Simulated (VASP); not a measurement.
Given:

```xyz
1
Lattice="0.0000 2.5134 2.5134 2.5134 0.0000 2.5134 2.5134 2.5134 0.0000" Properties=species:S:1:pos:R:3 pbc="T T T"
Pb     2.5134     5.0269     2.5134
```

Computed with PBE GGA, VASP's PBE PAW potentials (set 64) (plane waves; VASP). Run with 480 eV cut-off, 12×12×12 Γ-centred mesh, first-order Methfessel-Paxton smearing of 0.10 eV, potentials Pb_d.

Energy and stress use the plane-wave basis of the starting cell.

**Question.** The ions, cell shape and volume at an external pressure of 20.0 GPa are relaxed. Which structure does the run end with?

**Answer.** 
```xyz
1
Lattice="0.0000 2.3045 2.3045 2.3045 0.0000 2.3045 2.3045 2.3045 0.0000" Properties=species:S:1:pos:R:3 pbc="T T T"
Pb     0.0000     0.0000     0.0000
```
Space group Fm-3m (225), at a tolerance of 0.03 Å.

**Question.** How do energy and volume change from the first to the last step?

**Answer.** The energy (σ→0) changes by +369.6 meV/atom and the volume by -22.9 %, in 5 ionic steps.

The compound is Pb in the fcc structure. This run relaxes it under an external pressure of 20 GPa. Symmetry was kept, so distortions that lower it aren't found.
